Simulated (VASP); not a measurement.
The input files of a VASP run:

File POSCAR:
```
PbSe
1
    0.0000000000     2.8942693885     2.8942693885
    2.8942693885     0.0000000000     2.8942693885
    2.8942693885     2.8942693885    -0.0000000000
Pb Se
1 1
Direct
  0.0000000000   0.0000000000   0.0000000000
  0.5000000000   0.5000000000   0.5000000000
```

INCAR:
```
! general
SYSTEM  = PbSe
PREC    = Accurate
ENCUT   = 500
LREAL   = F
LASPH   = T   ! aspherical one-centre terms

! electronic loop
EDIFF   = 1E-6
NELM    = 100   ! most electronic steps
ALGO    = Normal
LMAXMIX = 4

! smearing
ISMEAR  = 0
SIGMA   = 0.05

! ions
IBRION  = 2   ! conjugate gradients
NSW     = 40
ISIF    = 3
EDIFFG  = -0.02   ! ionic stop
PSTRESS = 100

! output
LWAVE   = F
LCHARG  = F
```

File KPOINTS:
```
Regular mesh
0
gamma
 8 8 8
0 0 0
```

POTCAR, in this order: Pb_d Se (LDA.64 set). Program: vasp_std.

Problem. Translate this LDA calculation to Ansatz.

Solution. One equivalent input (not run):
Ansatz 0.2 input:
```yaml
crystal:
  lattice:
    - [0.0000000, 2.8942694, 2.8942694]
    - [2.8942694, 0.0000000, 2.8942694]
    - [2.8942694, 2.8942694, 0.0000000]
  atoms:
    - { symbol: Pb, position: [0.0000000, 0.0000000, 0.0000000] }
    - { symbol: Se, position: [0.5000000, 0.5000000, 0.5000000] }
kpoints:
  mp_grid: { grid: [8, 8, 8] }
hamiltonian:
  xc: lda
  pseudopotentials: { kind: paw }
scf:
  occupations: { method: gaussian, width: 0.05 }
  max_iter: 100
relax:
  max_steps: 40
  f_tol: 0.02
  cell: { p_target: 10 }
output: { forces: true, stress: true, eigenvalues: true }
```
What does not carry over: each code has its own PAW files, so the cut-off isn't converted (ENCUT is set for VASP's; basis.ecutwfc is left out, and Ansatz then takes the one that its files recommend); Ansatz stops its SCF on the density residual and VASP on the energy change (EDIFF); Ansatz's lda is the Perdew-Wang form, while the LDA potentials of VASP carry Perdew-Zunger's.

The compound is PbSe in the rock salt structure. It was relaxed first under an external pressure of 10 GPa.
